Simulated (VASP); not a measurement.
An input for Quantum ESPRESSO's pw.x (written as the equivalent of a VASP run, and not itself run):

```
&CONTROL
  calculation = 'scf'
  pseudo_dir = './pseudo'
  outdir = './out'
  tprnfor = .true.
  tstress = .true.
/
&SYSTEM
  ibrav = 0
  nat = 3
  ntyp = 2
  ecutwfc = 84
  occupations = 'smearing'
  smearing = 'gaussian'
  degauss = 0.01999
  input_dft = 'pbe'
/
&ELECTRONS
  conv_thr = 7.3e-08
  electron_maxstep = 100
/
ATOMIC_SPECIES
  Mg 24.305 Mg.upf
  Sn 118.710 Sn.upf
CELL_PARAMETERS angstrom
     0.0000000    3.3287770    3.3287770
     3.3287770    0.0000000    3.3287770
     3.3287770    3.3287770    0.0000000
ATOMIC_POSITIONS crystal
  Mg   0.2500000  0.2500000  0.2500000
  Mg   0.7500000  0.7500000  0.7500000
  Sn   0.0000000  0.0000000  0.0000000
K_POINTS automatic
  3 3 3 0 0 0
```

Task: Translate this input to VASP (INCAR, KPOINTS, POSCAR, choice of POTCAR).

Result: This is not unique; one that fits is 
**INCAR**
```
ALGO = Normal
EDIFF = 1E-6
ENCUT = 300
GGA = PE
ISIF = 2
ISMEAR = 0
LASPH = .TRUE.
LCHARG = .FALSE.
LMAXMIX = 4
LREAL = .FALSE.
LWAVE = .FALSE.
NELM = 100
PREC = Accurate
SIGMA = 0.272
SYSTEM = Mg2Sn
```

**KPOINTS**
```
Automatic mesh
0
Gamma
3 3 3
0 0 0
```

**POSCAR**
```
Mg2Sn
1
    0.0000000000     3.3287770000     3.3287770000
    3.3287770000     0.0000000000     3.3287770000
    3.3287770000     3.3287770000     0.0000000000
Mg Sn
2 1
Direct
  0.2500000000   0.2500000000   0.2500000000
  0.7500000000   0.7500000000   0.7500000000
  0.0000000000   0.0000000000   0.0000000000
```

POTCAR, in this order: Mg Sn_d (PBE.64 set). Program: vasp_std.

The two are equivalent in intent, not identical: the potentials are each code's own (VASP's PAW set, PseudoDojo norm-conserving files in pw.x), so ENCUT and ecutwfc are chosen apart and not converted; conv_thr bounds pw.x's estimated SCF error, while EDIFF bounds the energy change between steps.

The structure comes from a computed database's Mg2Sn entry; how it stands against other phases isn't given here. The cell was not relaxed at this level. The k-mesh is coarse (spacing up to 0.54 per Å, 2π included), so the numbers may not be converged in it. The run is one of a series of settings (KPOINTS 3×3×3 Γ-centred mesh against the base run), some of them coarse on purpose.
